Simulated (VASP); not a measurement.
# BaHf2Ag2 (P1) in VASP: single point with r2SCAN

Aim: the single point of BaHf2Ag2 with r2SCAN.

Program: VASP 6.6.1. These are calculated values, not measurements. Logs are shortened: lines on timing, memory, paths and dates and some standing lists are left out, and cuts for length are marked.

## Step 1: The crystal as given

The typed cell holds 5 atoms: a = 4.635 Å, b = 4.638 Å, c = 6.293 Å, α = 67.87°, β = 67.79°, γ = 90.36°.

The cell was built by a generator and needn't be a form met in nature.

## Step 2: Single point, r2SCAN

Contents of POSCAR:

```
BaHf2Ag2
1.0
   -0.0144697200      4.6349442400     -0.0323144900
    4.6376107300     -0.0144697200     -0.0284432600
    2.3451289300      2.3483620600     -5.3465754800
Ba Ag Hf
1 2 2
Direct
    0.0103120000      0.0229850000      0.9899760000
    0.7276090000      0.2497280000      0.5191560000
    0.2686970000      0.7559470000      0.4752860000
    0.3389610000      0.3782040000      0.2519320000
    0.6276870000      0.6212630000      0.7397540000
```

Contents of INCAR.step1:

```
SYSTEM = BaHf2Ag2
  PREC = Accurate
  ENCUT = 520
  ISMEAR = -1
  SIGMA = 0.1
  LREAL = .False.
  LASPH = .True.
  NELM = 100
  NBANDS = 34
  GGA = PE
  ALGO = Normal
  EDIFF = 1E-4
  LWAVE = .True.
  LCHARG = .False.
```

Contents of INCAR.step2:

```
SYSTEM = BaHf2Ag2
  PREC = Accurate
  ENCUT = 520
  EDIFF = 1E-7
  ISMEAR = -1
  SIGMA = 0.1
  LREAL = .False.
  LASPH = .True.
  NELM = 100
  ALGO = Normal
  ISIF = 2
  LWAVE = .False.
  LCHARG = .False.
  METAGGA = R2SCAN
  LMIXTAU = .True.
  NBANDS = 34
  ISTART = 1
```

Contents of KPOINTS:

```
Automatic mesh
0
Gamma
  4 4 4
  0.5 0 0.5
```

Potentials or basis: VASP PAW PBE potentials, release 64 (Ba_sv, Ag, Hf_pv).

Command:

```console
> cat potpaw_PBE.64/Ba_sv/POTCAR potpaw_PBE.64/Ag/POTCAR potpaw_PBE.64/Hf_pv/POTCAR > POTCAR
> cp INCAR.step1 INCAR
> mpirun -np 1 vasp_std > vasp.out
> cp INCAR.step2 INCAR
> mpirun -np 1 vasp_std > vasp.out
```

OUTCAR:

```text
SYSTEM = BaHf2Ag2
   PREC = Accurate
   ENCUT = 520
   EDIFF = 1E-7
   ISMEAR = -1
   LREAL = .False.
   LASPH = .True.
   NELM = 100
   ISIF = 2
   METAGGA = R2SCAN
   ISTART = 1

 ion  position               nearest neighbor table
   1  0.010  0.023  0.990-   2 3.33   5 3.40   4 3.42   3 3.44   3 3.49   5 3.49   2 3.49   4 3.50
                             3 3.50   5 3.61   2 3.64   2 3.65   4 3.65   5 3.66   3 3.68   4 3.69
   2  0.728  0.250  0.519-   5 2.54   4 2.61   5 2.66   4 2.82   3 3.18   3 3.27   3 3.29   1 3.33
                             3 3.41   1 3.49   1 3.64   1 3.65
   3  0.269  0.756  0.475-   4 2.58   4 2.65   5 2.69   5 2.73   2 3.18   2 3.27   2 3.29   2 3.41
                             1 3.44   1 3.49   1 3.50   1 3.68
   4  0.339  0.378  0.252-   3 2.58   2 2.61   3 2.65   5 2.73   2 2.82   1 3.42   1 3.50   1 3.65
                             1 3.69   1 3.93
   5  0.628  0.621  0.740-   2 2.54   2 2.66   3 2.69   4 2.73   3 2.73   1 3.40   1 3.49   1 3.61
                             1 3.66   1 3.99

  LATTYP: Found a triclinic cell.
 ALAT       =     4.6350794715
 B/A-ratio  =     1.4189942637
 C/A-ratio  =     1.3576632799
 COS(alpha) =     0.0007121838
 COS(beta)  =     0.3779268728
 COS(gamma) =     0.7090954676

  Lattice vectors:

 A1 = (   0.0144697200,  -4.6349442400,   0.0323144900)
 A2 = (   4.6520804500,  -4.6494139600,   0.0038712300)
 A3 = (  -2.3451289300,  -2.3483620600,   5.3465754800)

Analysis of symmetry for initial positions (statically):
=====================================================================
 Subroutine PRICEL returns:
 Original cell was already a primitive cell.

 Routine SETGRP: Setting up the symmetry group for a
 triclinic supercell.

 Subroutine GETGRP returns: Found  1 space group operations
 (whereof  1 operations were pure point group operations)
 out of a pool of  2 trial point group operations.

The static configuration has the point symmetry C_1 .

Analysis of symmetry for dynamics (positions and initial velocities):
=====================================================================
 Subroutine PRICEL returns:
 Original cell was already a primitive cell.

 Routine SETGRP: Setting up the symmetry group for a
 triclinic supercell.

 Subroutine GETGRP returns: Found  1 space group operations
 (whereof  1 operations were pure point group operations)
 out of a pool of  2 trial point group operations.

The dynamic configuration has the point symmetry C_1 .

 Subroutine INISYM returns: Found  1 space group operations
 (whereof  1 operations are pure point group operations),
 and found     1 'primitive' translations

----------------------------------------------------------------------------------------

                                     Primitive cell

  volume of cell :     114.2607

  direct lattice vectors                    reciprocal lattice vectors
    -0.014469720  4.634944240 -0.032314490     0.001261663  0.216422866  0.095612231
     4.637610730 -0.014469720 -0.028443260     0.216217725  0.001340313  0.095426686
     2.345128930  2.348362060 -5.346575480    -0.001157883 -0.001315182 -0.188121146

  length of vectors
     4.635079471  4.637720526  6.292877198     0.236605468  0.236343296  0.188129307

  position of ions in fractional coordinates (direct lattice)
     0.010312000  0.022985000  0.989976000
     0.727609000  0.249728000  0.519156000
     0.268697000  0.755947000  0.475286000
     0.338961000  0.378204000  0.251932000
     0.627687000  0.621263000  0.739754000

  ion indices of the primitive-cell ions
   primitive index   ion index
                 1           1
                 2           2
                 3           3
                 4           4
                 5           5

----------------------------------------------------------------------------------------

 KPOINTS: Automatic mesh

Automatic generation of k-mesh.
 Grid dimensions read from file:
 generate k-points for:    4    4    4

 Generating k-lattice:

  Cartesian coordinates                     Fractional coordinates (reciprocal lattice)
     0.000315416  0.054105717  0.023903058     0.250000000 -0.000000000  0.000000000
     0.054054431  0.000335078  0.023856672     0.000000000  0.250000000  0.000000000
    -0.000289471 -0.000328795 -0.047030287     0.000000000  0.000000000  0.250000000

  Length of vectors
     0.059151367  0.059085824  0.047032327

  Shift w.r.t. Gamma in fractional coordinates (k-lattice)
     0.500000000  0.000000000  0.500000000

 Subroutine IBZKPT returns following result:
 ===========================================

 Found     32 irreducible k-points:

 Following reciprocal coordinates:
            Coordinates               Weight
  0.125000  0.000000  0.125000      2.000000
  0.375000 -0.000000  0.125000      2.000000
 -0.375000 -0.000000  0.125000      2.000000
 -0.125000  0.000000  0.125000      2.000000
  0.125000  0.250000  0.125000      2.000000
  0.375000  0.250000  0.125000      2.000000
[... 16 lines left out ...]
 -0.375000  0.250000  0.375000      2.000000
 -0.125000  0.250000  0.375000      2.000000
 [... further k-points ...]
   k-points           NKPTS =     32   k-points in BZ     NKDIM =     32   number of bands    NBANDS=     34
   number of dos      NEDOS =    301   number of ions     NIONS =      5
   total plane-waves  NPLWV =  62208
   dimension x,y,z NGX =    36 NGY =   36 NGZ =   48
   dimension x,y,z NGXF=    72 NGYF=   72 NGZF=   96
   ions per type =               1   2   2
   NGX,Y,Z   is equivalent  to a cutoff of  12.91, 12.90, 12.68 a.u.
   NGXF,Y,Z  is equivalent  to a cutoff of  25.82, 25.81, 25.36 a.u.
 SYSTEM =  BaHf2Ag2
   PREC   = accura    normal or accurate (medium, high low for compatibility)
   ISTART =      1    job   : 0-new  1-cont  2-samecut
   ICHARG =      0    charge: 1-file 2-atom 10-const
   ISPIN  =      1    spin polarized calculation?
   LNONCOLLINEAR =      F non collinear calculations
   LSORBIT =      F    spin-orbit coupling
   LASPH  =      T    aspherical Exc in radial PAW
   ENCUT  =  520.0 eV  38.22 Ry    6.18 a.u.   8.62  8.62 11.70*2*pi/ulx,y,z
   NELM   =    100;   NELMIN=  2; NELMDL=  0     # of ELM steps
   EDIFF  = 0.1E-06   stopping-criterion for ELM
   LREAL  =      F    real-space projection
   EDIFFG = 0.1E-05   stopping-criterion for IOM
   NSW    =      0    number of steps for IOM
   IBRION =     -1    ionic relax: 0-MD 1-quasi-New 2-CG
   NFREE  =      0    steps in history (QN), initial steepest desc. (CG)
   ISIF   =      2    stress and relaxation
   ISYM   =      2    0-nonsym 1-usesym 2-fastsym
   POTIM  = 0.5000    time-step for ionic-motion
   TEBEG  =    0.0;   TEEND  =   0.0 temperature during run
   PSTRESS=    0.0 pullay stress
   NELECT =      52.0000    total number of electrons
   NUPDOWN=      -1.0000    fix difference up-down
   EMIN   =  10.00;   EMAX   =-10.00  energy-range for DOS
   EFERMI =   0.00;   METHOD = LEGACY
   ISMEAR =    -1;   SIGMA  =   0.10  broadening in eV -4-tet -1-fermi 0-gaus
   EFERMI_NEDOS =   21; number of points for ismear=-14 and -15
   IALGO  =     38    algorithm
   IMIX   =      4    mixing-type and parameters
     AMIX     =   0.40;   BMIX     =  1.00
     AMIX_MAG =   1.60;   BMIX_MAG =  1.00
  volume/ion in A,a.u.               =      22.85       154.21
  Fermi-wavevector in a.u.,A,eV,Ry     =   1.259245  2.379628 21.574736  1.585698
  Thomas-Fermi vector in A             =   2.392815
   LORBIT       =      0    0 simple, 1 ext, 2 COOP (PROOUT), +10 PAW based schemes
   METAGGA = R2SCAN    functional components
   LHFCALC =     F    Hartree Fock is set to
   AEXX    =    0.0000 exact exchange contribution
   IVDW    =     0    specifies the selected vdW correction
   LEPSILON=     F    determine dielectric tensor
   LRPA    =     F    only Hartree local field effects (RPA)
 non-spin polarized calculation
  energy-cutoff  :      520.00
  volume of cell :      114.26
 maximum number of plane-waves:      3094
 NGX is ok and might be reduce to    36
   NGX = 17   NGY = 17   NGZ = 23

 number of electron      52.0000000 magnetization

 Free energy of the ion-electron system (eV)
  ---------------------------------------------------
  ext. energy  EPLUGINS =         0.00000000
  ---------------------------------------------------
  free energy    TOTEN  =      -155.71146878 eV

  energy without entropy =     -155.53195540  energy(sigma->0) =     -155.62171209

 E-fermi :   5.7357     XC(G=0): -11.7084

 val. band max:        5.7348293494   @ k =   0.3750   0.5000   0.1250
 cond. band min:       5.7383086809   @ k =  -0.3750  -0.0000   0.1250
 fundamental gap:      0.0034793315
 Fermi energy:         5.7356671680

 k-point     1 :       0.1250    0.0000    0.1250
  band No.  band energies     occupation
      1     -26.5245      2.00000
      2     -26.4286      2.00000
      3     -26.4141      2.00000
      4     -26.3322      2.00000
      5     -26.3163      2.00000
      6     -25.7071      2.00000
[... 26 lines left out ...]
     33       9.7782      0.00000
     34       9.9415      0.00000

 k-point     2 :       0.3750   -0.0000    0.1250
  band No.  band energies     occupation
      1     -26.5168      2.00000
      2     -26.4350      2.00000
      3     -26.4192      2.00000
      4     -26.3320      2.00000
      5     -26.3169      2.00000
      6     -25.7111      2.00000
[... 26 lines left out ...]
     33       8.7629      0.00000
     34      10.1967      0.00000

 k-point     3 :      -0.3750   -0.0000    0.1250
  band No.  band energies     occupation
      1     -26.5109      2.00000
      2     -26.4373      2.00000
      3     -26.4221      2.00000
      4     -26.3296      2.00000
      5     -26.3145      2.00000
      6     -25.7175      2.00000
[... 26 lines left out ...]
     33       9.0413      0.00000
     34       9.4884      0.00000
[... 704 lines left out ...]
 k-point    23 :      -0.3750    0.2500    0.3750
  band No.  band energies     occupation
      1     -26.5097      2.00000
      2     -26.4439      2.00000
      3     -26.4198      2.00000
      4     -26.3277      2.00000
      5     -26.3220      2.00000
      6     -25.7133      2.00000
[... 26 lines left out ...]
     33       8.9088      0.00000
     34       9.6360      0.00000

 k-point    24 :      -0.1250    0.2500    0.3750
  band No.  band energies     occupation
      1     -26.5110      2.00000
      2     -26.4370      2.00000
      3     -26.4210      2.00000
      4     -26.3319      2.00000
      5     -26.3142      2.00000
      6     -25.7160      2.00000
[... 26 lines left out ...]
     33       9.3324      0.00000
     34       9.5603      0.00000

 [... further k-points ...]

------------------------ aborting loop because EDIFF is reached ----------------------------------------

  FORCE on cell =-STRESS in cart. coord.  units (eV):
  Direction    XX          YY          ZZ          XY          YZ          ZX
  --------------------------------------------------------------------------------------
  -------------------------------------------------------------------------------------
  Total       12.9869326     10.1036359     12.6624704      0.0891785      0.7512910     -1.2065790
  in kB      182.1043035    141.6743765    177.5546555      1.2504720     10.5346911    -16.9187927
  external PRESSURE =     167.1111118 kB  Pullay stress =       0.0000000 kB

 VOLUME and BASIS-vectors are now :
 -----------------------------------------------------------------------------
  energy-cutoff  :      520.00
  volume of cell :      114.26
      direct lattice vectors                 reciprocal lattice vectors
    -0.014469720  4.634944240 -0.032314490     0.001261663  0.216422866  0.095612231
     4.637610730 -0.014469720 -0.028443260     0.216217725  0.001340313  0.095426686
     2.345128930  2.348362060 -5.346575480    -0.001157883 -0.001315182 -0.188121146

 POSITION                                       TOTAL-FORCE (eV/Angst)
 -----------------------------------------------------------------------------------
      2.42807      2.37229     -5.29397        -0.382639     -0.487886     -0.193086
      2.36510      4.58798     -2.80632        -0.736575     -0.850242      0.619997
      4.61651      2.35060     -2.57134         0.400383      0.135266     -0.366024
      2.33987      2.15722     -1.36868        -0.196276      0.672519     -0.602424
      4.60691      4.63751     -3.99310         0.915107      0.530343      0.541538
 -----------------------------------------------------------------------------------
    total drift:                                0.000512      0.000404     -0.000019

  FREE ENERGIE OF THE ION-ELECTRON SYSTEM (eV)
  ---------------------------------------------------
  free  energy   TOTEN  =      -155.7114687820 eV

  energy  without entropy=     -155.5319554017  energy(sigma->0) =     -155.62171209
```

Wall time 5.6 min (1 thread of Intel Xeon Platinum 8488C (Sapphire Rapids), shared host); peak memory 0.33 GiB.

Results:

* Free energy: -155.7115 eV
* Pressure: 16.7 GPa
* Largest force: 1.284 eV/Å
* Band gap on the k mesh: none (metal or under the smearing width)

Forces in eV/Å, atoms in the order of the input:
```
Ba  -0.383 -0.488 -0.193
Ag  -0.737 -0.850  0.620
Ag   0.400  0.135 -0.366
Hf  -0.196  0.673 -0.602
Hf   0.915  0.530  0.542
```

Stress tensor (GPa, compression positive):
```
18.21  0.13 -1.69
 0.13 14.17  1.05
-1.69  1.05 17.76
```

Caveat: the k mesh is coarse (spacing up to 0.37 Å⁻¹), so the values aren't converged; so large a pressure means that the cell lies far from this level's equilibrium, or that cutoff or potentials fall short; the potentials were made for another functional, which shifts forces and pressure. The run has no spin-orbit coupling, so splittings on Ba, Hf are missing.
